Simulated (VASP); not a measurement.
These are modified Becke-Johnson potential (mBJ), VASP's PBE PAW potentials (set 64) (plane waves; VASP 6.6.1) values and carry that method's errors.

The input files of a VASP run:

File POSCAR:
```
BaTiO3
1
    3.9286893259     0.0000000000     0.0000000000
    0.0000000000     3.9289643830     0.0000000000
    0.0000000000     0.0000000000     4.1196241985
Ba Ti O
1 1 3
Direct
  0.0000000000   0.0000000000   0.0077399109
  0.5000000000   0.5000000000   0.5259236288
  0.5000000000   0.5000000000   0.9710772159
  0.0000000000   0.5000000000   0.4858384810
  0.5000000000   0.0000000000   0.4857967635
```

**KPOINTS**
```
kpoints
0
gamma
  6 6 6
0 0 0
```

KPOINTS_OPT:
```
k-points along high-symmetry lines
15
Line-mode
Reciprocal
  0.000000   0.000000   0.000000 ! GAMMA
  0.500000   0.500000   0.000000 ! S

  0.000000   0.000000   0.000000 ! GAMMA
  0.000000   0.000000   0.500000 ! Z

  0.000000   0.000000   0.000000 ! GAMMA
  0.500000   0.000000   0.000000 ! X

  0.000000   0.000000   0.000000 ! GAMMA
  0.000000   0.500000   0.000000 ! Y

  0.000000   0.000000   0.000000 ! GAMMA
  0.500000   0.000000   0.500000 ! U

  0.000000   0.000000   0.000000 ! GAMMA
  0.000000   0.500000   0.500000 ! T

  0.500000   0.500000   0.000000 ! S
  0.500000   0.500000   0.500000 ! R

  0.000000   0.000000   0.500000 ! Z
  0.500000   0.500000   0.500000 ! R
```

INCAR:
```
ALGO = Normal
EDIFF = 1E-6
ENCUT = 520
ISIF = 0
ISMEAR = 0
LASPH = .TRUE.
LCHARG = .FALSE.
LMAXMIX = 4
LMIXTAU = .TRUE.
LORBIT = 11
LREAL = .FALSE.
LWAVE = .FALSE.
METAGGA = MBJ
NELM = 200
PREC = Accurate
SIGMA = 0.05
SYSTEM = BaTiO3
```

POTCAR, in this order: Ba_sv Ti_sv O (PBE.64 set). Program: vasp_std. Read from the step before: WAVECAR.

### OSZICAR
```
...
DAV: 159    -0.728355136650E+03   -0.11555E+04   -0.58824E+03  4272   0.591E+02    0.341E+01
DAV: 160     0.430617594781E+03    0.11590E+04   -0.20461E+03  3448   0.295E+02    0.175E+01
DAV: 161     0.434018055501E+03    0.34005E+01   -0.35934E+02  3536   0.115E+02    0.128E+01
DAV: 162     0.400164610158E+03   -0.33853E+02   -0.13741E+02  4064   0.103E+02    0.180E+01
DAV: 163     0.122988842758E+03   -0.27718E+03   -0.22707E+03  4392   0.408E+02    0.295E+01
DAV: 164     0.437022789052E+03    0.31403E+03   -0.11193E+03  3600   0.391E+02    0.161E+01
DAV: 165     0.374467872780E+03   -0.62555E+02   -0.58429E+02  3560   0.179E+02    0.198E+01
DAV: 166     0.471457313135E+03    0.96989E+02   -0.46298E+02  3656   0.127E+02    0.581E+00
DAV: 167     0.469670139581E+03   -0.17872E+01   -0.82381E+01  3960   0.514E+01    0.330E+00
DAV: 168     0.469323083662E+03   -0.34706E+00   -0.25847E+01  3864   0.430E+01    0.311E+00
DAV: 169     0.466279668240E+03   -0.30434E+01   -0.48282E+01  3736   0.566E+01    0.343E+00
DAV: 170     0.466993479119E+03    0.71381E+00   -0.99552E+00  3520   0.247E+01    0.352E+00
DAV: 171     0.466658490753E+03   -0.33499E+00   -0.23278E+00  3328   0.123E+01    0.366E+00
DAV: 172     0.467006233857E+03    0.34774E+00   -0.14683E+00  3200   0.961E+00    0.356E+00
DAV: 173     0.471119208664E+03    0.41130E+01   -0.20716E+01  3120   0.304E+01    0.212E+00
DAV: 174     0.447686231627E+03   -0.23433E+02   -0.16335E+02  3744   0.864E+01    0.872E+00
DAV: 175    -0.551069707044E+04   -0.59584E+04   -0.49471E+04  4528   0.383E+03    0.984E+01
DAV: 176     0.523601170269E+03    0.60343E+04   -0.44168E+03  4440   0.376E+02    0.208E+01
DAV: 177     0.431711493354E+03   -0.91890E+02   -0.62816E+02  4840   0.170E+02    0.119E+01
DAV: 178     0.472594530161E+03    0.40883E+02   -0.23811E+02  4072   0.918E+01    0.583E+00
DAV: 179     0.472722115003E+03    0.12758E+00   -0.23595E+02  3456   0.595E+02    0.266E+00
DAV: 180     0.470329361714E+03   -0.23928E+01   -0.26743E+01  3848   0.412E+01    0.277E+00
DAV: 181     0.461553704121E+03   -0.87757E+01   -0.70465E+01  3448   0.638E+01    0.489E+00
DAV: 182     0.465516322989E+03    0.39626E+01   -0.50523E+01  3088   0.788E+01    0.420E+00
DAV: 183     0.471014805725E+03    0.54985E+01   -0.30988E+01  3496   0.371E+01    0.264E+00
DAV: 184     0.467606784353E+03   -0.34080E+01   -0.12522E+01  3184   0.289E+01    0.348E+00
DAV: 185     0.432423547813E+03   -0.35183E+02   -0.23025E+02  4616   0.845E+01    0.128E+01
DAV: 186     0.470695020481E+03    0.38271E+02   -0.34774E+02  3512   0.121E+02    0.460E+00
DAV: 187     0.466581775210E+03   -0.41132E+01   -0.36060E+01  3504   0.388E+01    0.399E+00
DAV: 188     0.421940737672E+03   -0.44641E+02   -0.26467E+02  4464   0.812E+01    0.152E+01
DAV: 189     0.470062410327E+03    0.48122E+02   -0.27954E+02  3856   0.957E+01    0.509E+00
DAV: 190     0.466546819615E+03   -0.35156E+01   -0.45815E+01  4120   0.434E+01    0.416E+00
DAV: 191     0.466766244906E+03    0.21943E+00   -0.12443E+01  3312   0.289E+01    0.397E+00
DAV: 192     0.469070134413E+03    0.23039E+01   -0.23564E+01  3448   0.945E+01    0.328E+00
DAV: 193     0.467701577272E+03   -0.13686E+01   -0.93225E+00  3368   0.261E+01    0.325E+00
DAV: 194     0.458504547390E+03   -0.91970E+01   -0.37390E+01  4272   0.380E+01    0.584E+00
DAV: 195     0.459063285652E+03    0.55874E+00   -0.15689E+01  3216   0.338E+01    0.585E+00
DAV: 196     0.445886885524E+03   -0.13176E+02   -0.51750E+01  4824   0.417E+01    0.967E+00
DAV: 197     0.467209195136E+03    0.21322E+02   -0.11542E+02  3288   0.613E+01    0.473E+00
DAV: 198     0.460616916859E+03   -0.65923E+01   -0.32328E+01  3216   0.448E+01    0.509E+00
DAV: 199     0.455374891340E+03   -0.52420E+01   -0.31657E+01  3648   0.401E+01    0.620E+00
DAV: 200     0.462382225527E+03    0.70073E+01   -0.71721E+01  3264   0.608E+01
   1 F= 0.46238223E+03 E0= 0.46238223E+03  d E =-.300900E-18
       N       E                     dE             ncg
       N       E                     dE             ncg
```

Q: The electronic loop did not converge. What happens with NELM = 300, IMIX = 1, AMIX = 0.1?

A: The program stopped with an error.
OSZICAR:
```
...
DAV:  28     0.465779919534E+03    0.25631E+02   -0.29234E+02  3712   0.104E+02    0.540E+00
DAV:  29     0.463493524243E+03   -0.22864E+01   -0.77676E+01  3272   0.598E+01    0.480E+00
DAV:  30     0.452364536090E+03   -0.11129E+02   -0.10490E+02  4016   0.749E+01    0.663E+00
DAV:  31     0.466917563850E+03    0.14553E+02   -0.60749E+01  3576   0.472E+01    0.384E+00
DAV:  32    -0.631064644330E+02   -0.53002E+03   -0.48823E+03  4904   0.575E+02    0.273E+01
DAV:  33     0.433071842435E+03    0.49618E+03   -0.22664E+03  3976   0.238E+02    0.468E+01
DAV:  34    -0.137123737638E+04   -0.18043E+04   -0.22062E+04  5232   0.912E+02    0.150E+02
DAV:  35     0.317455297636E+03    0.16887E+04   -0.94399E+03  4856   0.770E+02    0.497E+01
DAV:  36     0.454377902647E+03    0.13692E+03   -0.38954E+03  4608   0.325E+02    0.188E+01
DAV:  37     0.301439144903E+03   -0.15294E+03   -0.17977E+03  4584   0.298E+02    0.507E+01
DAV:  38    -0.180262095858E+04   -0.21041E+04   -0.10050E+04  4872   0.109E+03    0.388E+01
DAV:  39     0.441138355663E+03    0.22438E+04   -0.43538E+03  4120   0.311E+02    0.318E+01
DAV:  40     0.285449000316E+03   -0.15569E+03   -0.33367E+03  6112   0.242E+02    0.207E+02
DAV:  41     0.413180445261E+03    0.12773E+03   -0.44332E+03  5176   0.295E+02    0.594E+01
DAV:  42     0.364826950593E+03   -0.48353E+02   -0.43070E+03  5880   0.187E+02    0.180E+02
DAV:  43     0.429208370354E+03    0.64381E+02   -0.30970E+03  5056   0.209E+02    0.490E+01
DAV:  44     0.427113476648E+03   -0.20949E+01   -0.14549E+03  5640   0.242E+02    0.393E+01
DAV:  45     0.445312226567E+03    0.18199E+02   -0.21270E+03  4264   0.279E+02    0.417E+01
DAV:  46     0.467366450795E+03    0.22054E+02   -0.41571E+02  3416   0.262E+02    0.403E+01
DAV:  47     0.421242790283E+03   -0.46124E+02   -0.73869E+02  4656   0.251E+02    0.347E+01
DAV:  48     0.459523279770E+03    0.38280E+02   -0.12982E+03  3496   0.253E+02    0.315E+01
DAV:  49    -0.887729757600E+03   -0.13473E+04   -0.11244E+04  5624   0.916E+02    0.559E+01
DAV:  50     0.386677280158E+03    0.12744E+04   -0.50537E+03  3912   0.366E+02    0.476E+01
DAV:  51     0.278985417034E+03   -0.10769E+03   -0.42450E+03  5752   0.183E+02    0.146E+02
DAV:  52     0.380633183657E+03    0.10165E+03   -0.50447E+03  5184   0.299E+02    0.677E+01
DAV:  53     0.261939437349E+03   -0.11869E+03   -0.57274E+03  5952   0.261E+02    0.632E+01
DAV:  54    -0.446175081343E+03   -0.70811E+03   -0.98535E+03  5192   0.105E+03    0.509E+01
DAV:  55     0.431350366464E+03    0.87753E+03   -0.39497E+03  3232   0.382E+02    0.414E+01
DAV:  56     0.451111938545E+03    0.19762E+02   -0.11937E+03  3992   0.168E+02    0.702E+01
DAV:  57     0.422299855189E+03   -0.28812E+02   -0.12395E+03  4272   0.183E+02    0.479E+01
DAV:  58     0.414056357817E+03   -0.82435E+01   -0.76428E+02  5192   0.232E+02    0.415E+01
DAV:  59     0.457292794525E+03    0.43236E+02   -0.99113E+02  3928   0.212E+02    0.380E+01
DAV:  60    -0.251322674676E+05   -0.25590E+05   -0.25262E+05  5144   0.710E+02    0.851E+01
DAV:  61     0.403441856730E+03    0.25536E+05   -0.69292E+03  4088   0.748E+02    0.506E+01
DAV:  62    -0.677976753105E+04   -0.71832E+04   -0.33033E+04  5760   0.420E+02    0.113E+02
DAV:  63     0.301781611046E+03    0.70815E+04   -0.91867E+03  4504   0.513E+02    0.703E+01
DAV:  64     0.233472663286E+03   -0.68309E+02   -0.50910E+03  5680   0.243E+02    0.136E+02
DAV:  65     0.281893159078E+03    0.48420E+02   -0.44538E+03  5096   0.273E+02    0.537E+01
DAV:  66    -0.250941821377E+04   -0.27913E+04   -0.30592E+04  5912   0.286E+02    0.602E+01
DAV:  67    -0.256537578846E+05   -0.23144E+05   -0.26317E+05  5136   0.385E+02    0.437E+01
```

The compound is BaTiO3 in the tetragonal perovskite structure.
